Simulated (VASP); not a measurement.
All values below come from PBE GGA, VASP's PBE PAW potentials (set 64) (plane waves; VASP).

The input files of a VASP run:

KPOINTS:
```
Automatic mesh
0
Gamma
9 9 9
0 0 0
```

**POSCAR**
```
Cs
1
   -3.0436150931     3.0436150931     3.0436150931
    3.0436150931    -3.0436150931     3.0436150931
    3.0436150931     3.0436150931    -3.0436150931
Cs
1
Direct
  0.0000000000   0.0000000000   0.0000000000
```

### INCAR
```
ALGO = Normal
EDIFF = 1E-7
ENCUT = 520
GGA = PE
ISIF = 2
ISMEAR = 1
LASPH = .TRUE.
LCHARG = .FALSE.
LMAXMIX = 4
LREAL = .FALSE.
LWAVE = .FALSE.
NELM = 100
PREC = Accurate
SIGMA = 0.1
SYSTEM = Cs
```

POTCAR, in this order: Cs_sv (PBE.64 set). Program: vasp_std.

The resulting files:

### OSZICAR
```
       N       E                     dE             d eps       ncg     rms          rms(c)
DAV:   1     0.538861621633E+02    0.53886E+02   -0.29839E+03   560   0.790E+02
DAV:   2     0.367691223046E+01   -0.50209E+02   -0.49553E+02   768   0.121E+02
DAV:   3    -0.795179979390E+00   -0.44721E+01   -0.44710E+01   568   0.447E+01
DAV:   4    -0.850127647015E+00   -0.54948E-01   -0.54947E-01  1032   0.618E+00
DAV:   5    -0.850195188558E+00   -0.67542E-04   -0.67542E-04   760   0.122E-01    0.132E-01
DAV:   6    -0.850593829724E+00   -0.39864E-03   -0.15323E-03   992   0.228E-01    0.903E-02
DAV:   7    -0.851476533734E+00   -0.88270E-03   -0.37011E-03   672   0.368E-01    0.376E-02
DAV:   8    -0.851583017270E+00   -0.10648E-03   -0.13989E-04   864   0.940E-02    0.430E-03
DAV:   9    -0.851584771362E+00   -0.17541E-05   -0.31481E-06   912   0.109E-02    0.281E-03
DAV:  10    -0.851584127274E+00    0.64409E-06   -0.78328E-07   824   0.542E-03    0.460E-04
DAV:  11    -0.851584259086E+00   -0.13181E-06   -0.18132E-08   600   0.101E-03    0.155E-04
DAV:  12    -0.851584313132E+00   -0.54046E-07   -0.73714E-09   616   0.485E-04
   1 F= -.85158431E+00 E0= -.85121882E+00  d E =-.109647E-02
```

OUTCAR:
```
------------------------ aborting loop because EDIFF is reached ----------------------------------------
  FORCE on cell =-STRESS in cart. coord.  units (eV):
  Direction    XX          YY          ZZ          XY          YZ          ZX
  --------------------------------------------------------------------------------------
  Total        0.0487569      0.0487569      0.0487569      0.0000000      0.0000000      0.0000000
  in kB        0.6926560      0.6926560      0.6926560      0.0000000      0.0000000      0.0000000
  external PRESSURE =       0.6926560 kB  Pullay stress =       0.0000000 kB
  volume of cell :      112.78
      direct lattice vectors                 reciprocal lattice vectors
    -3.043615093  3.043615093  3.043615093     0.000000000  0.164278328  0.164278328
     3.043615093 -3.043615093  3.043615093     0.164278328  0.000000000  0.164278328
     3.043615093  3.043615093 -3.043615093     0.164278328  0.164278328  0.000000000
 POSITION                                       TOTAL-FORCE (eV/Angst)
 -----------------------------------------------------------------------------------
      0.00000      0.00000      0.00000        -0.000000      0.000000     -0.000000
 -----------------------------------------------------------------------------------
    total drift:                               -0.000000      0.000000     -0.000000
  FREE ENERGIE OF THE ION-ELECTRON SYSTEM (eV)
  ---------------------------------------------------
  free  energy   TOTEN  =        -0.8515843131 eV

  energy  without entropy=       -0.8504878419  energy(sigma->0) =       -0.85121882
```
(Selected blocks of OUTCAR.)

The compound is Cs in the bcc structure. This cell is one point of a volume scan, at 0.97 of the reference volume.
